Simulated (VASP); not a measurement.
Input of a VASP 6.6.1 run:

File INCAR:

```
PREC = Accurate
ENCUT = 520
EDIFF = 1E-7
ISMEAR = -1
SIGMA = 0.05
LREAL = False
LASPH = True
NELM = 120
ALGO = Fast
ISIF = 2
LWAVE = False
LCHARG = True
ISPIN = 2
MAGMOM = 0 0 2 2 2 0 0 0 0 0 0 0 0 0 0 0 0 0 0 0 0 0
LORBIT = 11
LMAXMIX = 4
GGA = PE
LVHAR = True
KPAR = 4
```

The input KPOINTS:

```
regular mesh
0
Gamma
  4 4 4
```

Contents of POSCAR:

```
Ba2Tl5V3O12
1.0
    4.2369800000      2.4462200000      6.1284000000
   -4.2369800000      2.4462200000      6.1284000000
    0.0000000000     -4.8924400000      6.1284000000
Ba V Tl O
2 3 5 12
Direct
    0.5000000000      0.5000000000      0.5000000000
    0.0000000000      0.0000000000      0.0000000000
    0.5000000000      0.5000000000      0.0000000000
    0.0000000000      0.5000000000      0.5000000000
    0.5000000000      0.0000000000      0.5000000000
    0.0000000000      0.0000000000      0.5000000000
    0.5000000000      0.0000000000      0.0000000000
    0.0000000000      0.5000000000      0.0000000000
    0.7404500000      0.7404500000      0.7404500000
    0.2595500000      0.2595500000      0.2595500000
    0.7165200000      0.0808900000      0.4124200000
    0.4124200000      0.7165200000      0.0808900000
    0.0808900000      0.4124200000      0.7165200000
    0.5875700000      0.9191100000      0.2834800000
    0.9191100000      0.2834800000      0.5875700000
    0.2834800000      0.5875700000      0.9191100000
    0.2834800000      0.9191100000      0.5875700000
    0.5875700000      0.2834800000      0.9191100000
    0.9191100000      0.5875700000      0.2834800000
    0.4124200000      0.0808900000      0.7165200000
    0.0808900000      0.7165200000      0.4124200000
    0.7165200000      0.4124200000      0.0808900000
```

Potentials or basis: VASP PAW PBE potentials, release 64 (Ba_sv, V_sv, Tl_d, O).

Run with:

```console
$ cat potpaw_PBE.64/Ba_sv/POTCAR potpaw_PBE.64/V_sv/POTCAR potpaw_PBE.64/Tl_d/POTCAR potpaw_PBE.64/O/POTCAR > POTCAR
$ mpirun -np 4 vasp_std > vasp.out
```

Problem. Predict the site moments.

Solution. Ba +0.00, -0.00; V +0.34; Tl -0.00, +0.03; O -0.01 μB.

Problem. What does it give for the band gap on the k mesh?

Solution. None (metal or under the smearing width).

Problem. What does it give for the largest force?

Solution. 0.068 eV/Å.

Stress tensor (GPa, compression positive):
```
0.29 0.00 0.00
0.00 0.29 0.00
0.00 0.00 0.53
```

Caveat: semilocal functionals often make such compounds metallic where correlation or magnetic order opens a gap, which also shifts bond lengths. Spin-orbit coupling is left out, which matters for the levels of Ba, Tl.
